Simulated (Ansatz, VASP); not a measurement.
# Cross-check of H7C5SNO5 (H7C5SNO5 (P2_1/c)) between VASP and Ansatz

Wanted: the spread between two codes on one cell, functional and k mesh. The cell is taken from a series of runs on this material, whose earlier steps may have relaxed, scaled, displaced or heated it; both programs get it as it stands.

Main program and level: Ansatz 0.2.0; plane waves, with VASP 6.6.1 beside it; single point at PBE with D3(BJ).

## 1. The structure

The cell holds 152 atoms: 56 H, 40 C, 8 S, 8 N and 40 O. Its edges and angles: a = 10.447 Å, b = 10.757 Å, c = 13.509 Å, α = 90.0°, β = 97.2°, γ = 90.1°. It derives from H7C5SNO5 (P2_1/c), repeated 1×1×2. As first built, before any earlier steps moved the atoms (in the runner's words): H7C5SNO5, space group P2_1/c, measured structure (Crystallography Open Database), 1 x 1 x 2 conventional cells; every coordinate displaced by a Gaussian of 0.03 A; bonds to H set to neutron lengths (C-H 1.089, N-H 1.015, O-H 0.983, B-H 1.19 A) where the measured ones are shorter.

## 2. Ansatz: single point, PBE with D3(BJ)

Ansatz runs on its default PAW (the set named soft_2) files.

A single point gives forces, pressure and levels at one fixed geometry, so differences don't come from the geometry; what else differs is listed under the comparison.

input.yaml

```yaml
crystal:
  lattice:
    - [10.44672, -0.00729, -0.05384]
    - [-0.00747, 10.75734, -0.00401]
    - [-1.61817, -0.00401, 13.41151]
  atoms:
    - { symbol: H, position: [0.9189, 0.39829, 0.1764] }
    - { symbol: H, position: [0.08172, 0.89681, 0.07327] }
    - { symbol: H, position: [0.08236, 0.60221, 0.32361] }
    - { symbol: H, position: [0.91947, 0.10356, 0.42588] }
    - { symbol: H, position: [0.13261, 0.34887, 0.44732] }
    - { symbol: H, position: [0.86879, 0.84905, 0.30262] }
    - { symbol: H, position: [0.86863, 0.65125, 0.05223] }
    - { symbol: H, position: [0.13343, 0.15125, 0.19748] }
    - { symbol: H, position: [0.39599, 0.26932, 0.14708] }
    - { symbol: H, position: [0.60475, 0.76961, 0.10371] }
    - { symbol: H, position: [0.60539, 0.73088, 0.35286] }
    - { symbol: H, position: [0.39641, 0.23057, 0.39688] }
    - { symbol: H, position: [0.74408, 0.53549, 0.17099] }
    - { symbol: H, position: [0.25631, 0.03439, 0.07861] }
    - { symbol: H, position: [0.25701, 0.46494, 0.32886] }
    - { symbol: H, position: [0.74493, 0.96589, 0.42042] }
    - { symbol: H, position: [0.51875, 0.45234, 0.15425] }
    - { symbol: H, position: [0.48173, 0.95219, 0.09575] }
    - { symbol: H, position: [0.48244, 0.54788, 0.34559] }
    - { symbol: H, position: [0.51953, 0.048, 0.40381] }
    - { symbol: H, position: [0.68169, 0.08155, 0.16036] }
    - { symbol: H, position: [0.31919, 0.58079, 0.09042] }
    - { symbol: H, position: [0.31986, 0.91879, 0.33975] }
    - { symbol: H, position: [0.68186, 0.41948, 0.40976] }
    - { symbol: H, position: [0.9007, 0.18061, 0.17322] }
    - { symbol: H, position: [0.10011, 0.6789, 0.07694] }
    - { symbol: H, position: [0.10078, 0.82, 0.32688] }
    - { symbol: H, position: [0.90097, 0.32151, 0.42274] }
    - { symbol: C, position: [0.72372, 0.43655, 0.16709] }
    - { symbol: C, position: [0.27681, 0.93557, 0.0828] }
    - { symbol: C, position: [0.27749, 0.56385, 0.33284] }
    - { symbol: C, position: [0.72443, 0.06472, 0.41647] }
    - { symbol: C, position: [0.60038, 0.38923, 0.1588] }
    - { symbol: C, position: [0.40021, 0.88873, 0.09132] }
    - { symbol: C, position: [0.40088, 0.61106, 0.34112] }
    - { symbol: C, position: [0.60101, 0.1115, 0.40825] }
    - { symbol: C, position: [0.58244, 0.25911, 0.15655] }
    - { symbol: C, position: [0.41829, 0.75869, 0.09395] }
    - { symbol: C, position: [0.41894, 0.74117, 0.34346] }
    - { symbol: C, position: [0.58287, 0.24153, 0.40599] }
    - { symbol: C, position: [0.69228, 0.18207, 0.16249] }
    - { symbol: C, position: [0.30851, 0.68125, 0.08809] }
    - { symbol: C, position: [0.30916, 0.8183, 0.33761] }
    - { symbol: C, position: [0.6926, 0.31903, 0.41182] }
    - { symbol: C, position: [0.81277, 0.23507, 0.17006] }
    - { symbol: C, position: [0.18794, 0.73378, 0.08022] }
    - { symbol: C, position: [0.18861, 0.76542, 0.33002] }
    - { symbol: C, position: [0.81319, 0.26658, 0.41941] }
    - { symbol: S, position: [0.15417, 0.36718, 0.11055] }
    - { symbol: S, position: [0.84681, 0.86734, 0.13983] }
    - { symbol: S, position: [0.84713, 0.6329, 0.38929] }
    - { symbol: S, position: [0.15481, 0.13286, 0.36028] }
    - { symbol: "N", position: [0.82662, 0.36016, 0.17242] }
    - { symbol: "N", position: [0.17398, 0.85881, 0.07752] }
    - { symbol: "N", position: [0.17467, 0.64034, 0.32758] }
    - { symbol: "N", position: [0.82722, 0.14153, 0.42183] }
    - { symbol: O, position: [0.29198, 0.37406, 0.15228] }
    - { symbol: O, position: [0.70877, 0.87486, 0.0989] }
    - { symbol: O, position: [0.70935, 0.62606, 0.3475] }
    - { symbol: O, position: [0.29238, 0.12576, 0.40257] }
    - { symbol: O, position: [0.14429, 0.41766, 0.99978] }
    - { symbol: O, position: [0.85838, 0.91823, 0.25059] }
    - { symbol: O, position: [0.85703, 0.58209, 0.49999] }
    - { symbol: O, position: [0.14562, 0.08217, 0.24956] }
    - { symbol: O, position: [0.07569, 0.45244, 0.16211] }
    - { symbol: O, position: [0.92547, 0.95194, 0.08769] }
    - { symbol: O, position: [0.92573, 0.5478, 0.33769] }
    - { symbol: O, position: [0.07548, 0.04797, 0.41157] }
    - { symbol: O, position: [0.10538, 0.23754, 0.10341] }
    - { symbol: O, position: [0.89442, 0.73747, 0.14678] }
    - { symbol: O, position: [0.89588, 0.76253, 0.39668] }
    - { symbol: O, position: [0.10667, 0.26256, 0.3529] }
    - { symbol: O, position: [0.46746, 0.20509, 0.14906] }
    - { symbol: O, position: [0.53333, 0.70511, 0.10163] }
    - { symbol: O, position: [0.53393, 0.79512, 0.35092] }
    - { symbol: O, position: [0.46783, 0.29507, 0.39864] }
    - { symbol: H, position: [0.91826, 0.39759, 0.6767] }
    - { symbol: H, position: [0.08122, 0.89697, 0.57393] }
    - { symbol: H, position: [0.08236, 0.6016, 0.82311] }
    - { symbol: H, position: [0.91889, 0.10281, 0.92641] }
    - { symbol: H, position: [0.13327, 0.34844, 0.94766] }
    - { symbol: H, position: [0.86722, 0.8486, 0.802] }
    - { symbol: H, position: [0.86726, 0.65127, 0.55215] }
    - { symbol: H, position: [0.13193, 0.15115, 0.69719] }
    - { symbol: H, position: [0.39512, 0.26932, 0.64655] }
    - { symbol: H, position: [0.60408, 0.76946, 0.60262] }
    - { symbol: H, position: [0.6053, 0.73064, 0.85356] }
    - { symbol: H, position: [0.39596, 0.23043, 0.89642] }
    - { symbol: H, position: [0.74372, 0.53497, 0.6711] }
    - { symbol: H, position: [0.25595, 0.03449, 0.57902] }
    - { symbol: H, position: [0.25713, 0.46448, 0.82857] }
    - { symbol: H, position: [0.74417, 0.96536, 0.92101] }
    - { symbol: H, position: [0.51821, 0.45221, 0.65412] }
    - { symbol: H, position: [0.48124, 0.9521, 0.59553] }
    - { symbol: H, position: [0.48251, 0.54761, 0.84573] }
    - { symbol: H, position: [0.51885, 0.04773, 0.90412] }
    - { symbol: H, position: [0.68054, 0.08118, 0.66028] }
    - { symbol: H, position: [0.31847, 0.58082, 0.5903] }
    - { symbol: H, position: [0.31956, 0.91839, 0.84] }
    - { symbol: H, position: [0.6817, 0.41903, 0.90953] }
    - { symbol: H, position: [0.89972, 0.17981, 0.67346] }
    - { symbol: H, position: [0.09948, 0.67913, 0.57741] }
    - { symbol: H, position: [0.10052, 0.81932, 0.82676] }
    - { symbol: H, position: [0.90067, 0.32069, 0.92282] }
    - { symbol: C, position: [0.72316, 0.43608, 0.66717] }
    - { symbol: C, position: [0.27634, 0.93565, 0.58312] }
    - { symbol: C, position: [0.27753, 0.5634, 0.83267] }
    - { symbol: C, position: [0.72376, 0.0642, 0.91687] }
    - { symbol: C, position: [0.59973, 0.38896, 0.65873] }
    - { symbol: C, position: [0.39969, 0.88871, 0.59128] }
    - { symbol: C, position: [0.40089, 0.61072, 0.84116] }
    - { symbol: C, position: [0.6004, 0.11114, 0.90851] }
    - { symbol: C, position: [0.58158, 0.25887, 0.65637] }
    - { symbol: C, position: [0.41768, 0.75866, 0.59376] }
    - { symbol: C, position: [0.41882, 0.74083, 0.84362] }
    - { symbol: C, position: [0.58243, 0.24119, 0.90601] }
    - { symbol: C, position: [0.69131, 0.18166, 0.66241] }
    - { symbol: C, position: [0.30786, 0.68129, 0.5881] }
    - { symbol: C, position: [0.30896, 0.81788, 0.83771] }
    - { symbol: C, position: [0.69227, 0.31855, 0.91178] }
    - { symbol: C, position: [0.81191, 0.23446, 0.67018] }
    - { symbol: C, position: [0.18735, 0.73391, 0.58056] }
    - { symbol: C, position: [0.18846, 0.76488, 0.82993] }
    - { symbol: C, position: [0.81279, 0.26592, 0.91954] }
    - { symbol: S, position: [0.15318, 0.36725, 0.61016] }
    - { symbol: S, position: [0.8456, 0.8672, 0.63919] }
    - { symbol: S, position: [0.84758, 0.63262, 0.88939] }
    - { symbol: S, position: [0.15376, 0.13251, 0.86001] }
    - { symbol: "N", position: [0.82594, 0.35953, 0.67259] }
    - { symbol: "N", position: [0.17347, 0.85896, 0.57797] }
    - { symbol: "N", position: [0.17463, 0.63979, 0.82732] }
    - { symbol: "N", position: [0.82666, 0.14087, 0.92219] }
    - { symbol: O, position: [0.29124, 0.37437, 0.65117] }
    - { symbol: O, position: [0.70816, 0.87426, 0.59653] }
    - { symbol: O, position: [0.7093, 0.62552, 0.84901] }
    - { symbol: O, position: [0.29176, 0.12527, 0.90107] }
    - { symbol: O, position: [0.14193, 0.41808, 0.49945] }
    - { symbol: O, position: [0.85416, 0.91766, 0.74998] }
    - { symbol: O, position: [0.85982, 0.58194, 0.0002] }
    - { symbol: O, position: [0.14251, 0.08192, 0.74919] }
    - { symbol: O, position: [0.07496, 0.45215, 0.66227] }
    - { symbol: O, position: [0.92514, 0.95227, 0.58824] }
    - { symbol: O, position: [0.92532, 0.54753, 0.83704] }
    - { symbol: O, position: [0.0752, 0.04756, 0.91192] }
    - { symbol: O, position: [0.10475, 0.2375, 0.60311] }
    - { symbol: O, position: [0.8938, 0.73752, 0.64659] }
    - { symbol: O, position: [0.89605, 0.76236, 0.89611] }
    - { symbol: O, position: [0.10576, 0.26229, 0.85323] }
    - { symbol: O, position: [0.46653, 0.205, 0.64877] }
    - { symbol: O, position: [0.53267, 0.70501, 0.6011] }
    - { symbol: O, position: [0.5338, 0.79486, 0.85136] }
    - { symbol: O, position: [0.46743, 0.29486, 0.89848] }
kpoints:
  mp_grid: { grid: [1, 1, 1] }
hamiltonian:
  xc: pbe
  dispersion: d3bj
scf:
  occupations: { method: fixed }
output:
  forces: true
  stress: true
  populations: true
  dos:
    method: { smearing: { sigma: 0.1 } }
    de: 0.1
    projected: { site_lists: { C: [C], H: [H], "N": ["N"], O: [O], S: [S] } }
  eigenvalues: true
  write_density: true
  write_potential: true
  volumetric_format: npy
  elf: true
```

The run is started by

```sh
$ ansatz run input.yaml --threads 4 --pin off --max-ram 8192MiB --backend cpu --events-out ev --progress --plain --runs-dir out
```

Numbers of over 12 decimals in the logs are rounded to 6 here.

What it wrote:

```text
Engine: ansatz 0.2.0, x86_64-unknown-linux-gnu
Pseudopotentials: kind: paw
Pseudopotential: H, paw, valence charge 1, recommended cutoff 420 eV (normal), H.paw.azcp
Pseudopotential: C, paw, valence charge 4, recommended cutoff 420 eV (normal), C.paw.azcp
Pseudopotential: S, paw, valence charge 6, recommended cutoff 420 eV (normal), S.paw.azcp
Pseudopotential: N, paw, valence charge 5, recommended cutoff 420 eV (normal), N.paw.azcp
Pseudopotential: O, paw, valence charge 6, recommended cutoff 420 eV (normal), O.paw.azcp
Functional definition: PBE
  parameter kappa = 0.804
  parameter beta = 0.066725
  exchange = pbe_x(kappa = kappa, mu = beta*pi^2/3)
  correlation = pbe_c(beta = beta)
Crystal: 152 atoms, lattice volume = 1506.233 Å³
Basis set: ecut = 420 eV, 29429 PW (Γ), exchange–correlation on 144×144×192 points (8 copies of the dense FFT grid, shifted against one another)
Bands: 424, of which v1, the nominal top of the filled ones, is band 272 counted from 1 (271 counted from 0)
Symmetry: 1 space group operations
Space group: P1 (ITA 1), of the structure as read, at distance tolerance 1.1e-4 Å
k-points: 1
Non-local potential: H, projectors of the file, l = 0: 2, l = 1: 1
Non-local potential: C, projectors of the file, l = 0: 2, l = 1: 2, l = 2: 1
Non-local potential: S, projectors of the file, l = 0: 2, l = 1: 2, l = 2: 2
Non-local potential: N, projectors of the file, l = 0: 2, l = 1: 2, l = 2: 1
Non-local potential: O, projectors of the file, l = 0: 2, l = 1: 2, l = 2: 1
PAW form: soft (Blöchl's): semilocal exchange-correlation on the pseudo side does not see the compensation charge
PAW one-centre angular grid: H, 110 points (default); XC on 64 Gauss nodes
PAW one-centre angular grid: C, 110 points (default); XC on 64 Gauss nodes
PAW one-centre angular grid: S, 110 points (default); XC on 64 Gauss nodes
PAW one-centre angular grid: N, 110 points (default); XC on 64 Gauss nodes
PAW one-centre angular grid: O, 110 points (default); XC on 64 Gauss nodes
Initial density: superposition of atomic densities (neutral atoms: chi_scale 0, normalization atom), corrected by the library's trained network
Initial wavefunctions: pseudopotential atomic-orbital guess
Functional: x = pbe(κ = 0.804, μ = 0.219515), c = pbe(β = 0.066725)
SCF iter   1: F=—  HF=-43913.876562 eV  |F-HF|=—  |Δ(HF+E_count)|=         —  Δρ=4.03e-3  dr2=2.26e-1  ethr=1.77e-3  ⟨swp⟩=4.0  Hψ=1618  notcnv=0  defer=144
preconditioner: auto → Resta (q_TF=auto, 2.302 Å⁻¹)  ε∞=2.8  [insulator: Δε(μ)=3.934 eV  Ē_g=16.865 eV  n_scr=312 (ndim 8)  ℏωp=22.3 eV  f_vac=0.144  ε∞_Penn≈2.8]
SCF iter   2: F=—  HF=-43913.795186 eV  |F-HF|=—  |Δ(HF+E_count)|=   8.14e-2  Δρ=1.90e-3  dr2=3.47e-2  ethr=4.16e-5  ⟨swp⟩=2.0  Hψ=649  notcnv=0  defer=150
SCF iter   3: F=—  HF=-43913.819731 eV  |F-HF|=—  |Δ(HF+E_count)|=   2.45e-2  Δρ=8.66e-4  dr2=9.06e-3  ethr=6.37e-6  ⟨swp⟩=2.0  Hψ=473  notcnv=0  defer=150
SCF iter   4: F=—  HF=-43913.825473 eV  |F-HF|=—  |Δ(HF+E_count)|=   5.74e-3  Δρ=2.44e-4  dr2=8.69e-4  ethr=1.67e-6  ⟨swp⟩=2.0  Hψ=488  notcnv=0  defer=150
SCF iter   5: F=—  HF=-43913.825576 eV  |F-HF|=—  |Δ(HF+E_count)|=   1.04e-4  Δρ=9.87e-5  dr2=1.46e-4  ethr=1.60e-7  ⟨swp⟩=2.0  Hψ=542  notcnv=0  defer=146
SCF iter   6: F=—  HF=-43913.825663 eV  |F-HF|=—  |Δ(HF+E_count)|=   8.71e-5  Δρ=3.70e-5  dr2=2.32e-5  ethr=2.68e-8  ⟨swp⟩=2.0  Hψ=542  notcnv=0  defer=146
SCF iter   7: F=—  HF=-43913.827285 eV  |F-HF|=—  |Δ(HF+E_count)|=   1.62e-3  Δρ=1.43e-5  dr2=2.81e-6  ethr=4.27e-9  ⟨swp⟩=2.0  Hψ=550  notcnv=0  defer=146
SCF iter   8: F=—  HF=-43913.827286 eV  |F-HF|=—  |Δ(HF+E_count)|=   1.26e-6  Δρ=6.09e-6  dr2=4.65e-7  ethr=5.16e-10  ⟨swp⟩=2.0  Hψ=542  notcnv=0  defer=146
SCF iter   9: F=-43913.827286 eV  HF=-43913.827286 eV  |F-HF|=3.97e-8  |Δ(HF+E_count)|=   2.45e-7  Δρ=1.81e-6  dr2=4.78e-8  ethr=1.84e-11  ⟨swp⟩=24.0  Hψ=4080  notcnv=0
SCF 1 converged in 9 iterations: F = -43913.827286 eV  dr2 = 4.78e-8
  greatest PAW one-centre occupation: 0.877 electrons in one spin orbital (limit 2), on the O atom at site 142 (counted from 0), in its partial waves of l = 0
SCF converged after 9 iterations
Free energy (F): -43913.827286 eV
Harris-Foulkes:  -43913.827286 eV  (|F-HF|=3.97e-8)
Internal energy: -43913.827286 eV  (E = F + TS)
E sigma→0 (E₀):  -43913.827286 eV
Fermi energy:    0.804693 eV
--- Per-component energies (eV) ---
  E_band       = -3716.130729
  E_kinetic    = 13422.938483
  E_local      = -36576.002218  (includes V_loc(G=0)·N_el)
  E_nonlocal   = 3690.507855
  E_hartree    = 12892.149538
  E_xc         = -6610.733902
  E_vxc        = -8074.743334  (∫ρ·V_xc dr)
  E_paw        = -16172.908880  (= ΣΔE_a)
  E_vpaw       = -1963.161471  (= ΣTr[D̂ρ^β])
  E_aug_tail   = 0.029149  (compensation charges beyond the density's cutoff)
  E_ewald      = -14547.672410
  E_disp       = -12.134901  (pairwise vdW)
  E_smearing   = -0.000000  (= −TS)
[...]
atom 137  O      0.00321862    -0.00057194    -0.00347446
  atom 138  O     -0.00100644     0.00422913    -0.00693412
  atom 139  O     -0.00776865     0.00247615     0.00043320
  atom 140  O      0.00513274    -0.00457406    -0.00162499
  atom 141  O      0.00327746    -0.00052749    -0.00196726
  atom 142  O     -0.00501579    -0.00628815     0.00306673
  atom 143  O     -0.00080572     0.00305670     0.00051952
  atom 144  O      0.00139323     0.00245124    -0.00057510
  atom 145  O      0.00163603     0.00485360    -0.00175093
  atom 146  O      0.00328463    -0.00040971    -0.00256964
  atom 147  O      0.00221540    -0.00017912    -0.00365665
  atom 148  O      0.00224745    -0.00053385     0.00363735
  atom 149  O     -0.00021560     0.00243392     0.00000113
  atom 150  O     -0.00271056    -0.00304467    -0.00088482
  atom 151  O      0.00721980    -0.00406079    -0.00251995
  atom 152  O      0.00174768    -0.00057291     0.00170556
  max |Σ_I F_I| component: 2.51e-6 eV/Å
--- Stress (GPa, compression-positive) ---
       -0.016444       0.000066      -0.011424
        0.000066      -0.006450       0.004044
       -0.011425       0.004044      -0.014913
  P = ⅓ Tr σ = -0.0126 GPa (-0.126 kbar)
--- Band table (eV) ---
  k-point 0: bands = [... 268 lower, 0.6693, 0.6725, 0.7852, 0.8047, 4.7425, 4.8220, 4.8568, 4.8611, ... 148 higher]
--- Löwdin populations: 152 sites ---
  site symbol       q [e]
     0      H      0.6539
     1      H      0.6538
     2      H      0.6540
     3      H      0.6539
     4      H      0.6135
     5      H      0.6134
     6      H      0.6134
     7      H      0.6132
     8      H      0.6093
     9      H      0.6093
    10      H      0.6093
    11      H      0.6095
    12      H      0.7607
    13      H      0.7606
    14      H      0.7607
    15      H      0.7606
    16      H      0.7741
    17      H      0.7739
    18      H      0.7741
    19      H      0.7740
    20      H      0.7762
    21      H      0.7766
    22      H      0.7764
    23      H      0.7766
[...]
144      O      6.7661
   145      O      6.7665
   146      O      6.7660
   147      O      6.7667
   148      O      6.4073
   149      O      6.4078
   150      O      6.4073
   151      O      6.4076
  spilling = 0.015955 (of n_electrons = 544.000000)
```

[end of part 1 of 2]

[Lines on the potential files, build, host, timing and source positions are cut from VASP's logs without a mark.]

[Logs are printed without paths, hosts, clocks, repeated set-up lines and the standing remarks that a program may print on its own settings, such as how far it seeks lower states.]

[Hosts, paths, dates, database ids (printed as entryN), source tags and the programs' standing remarks are cut or masked in the printed files.]
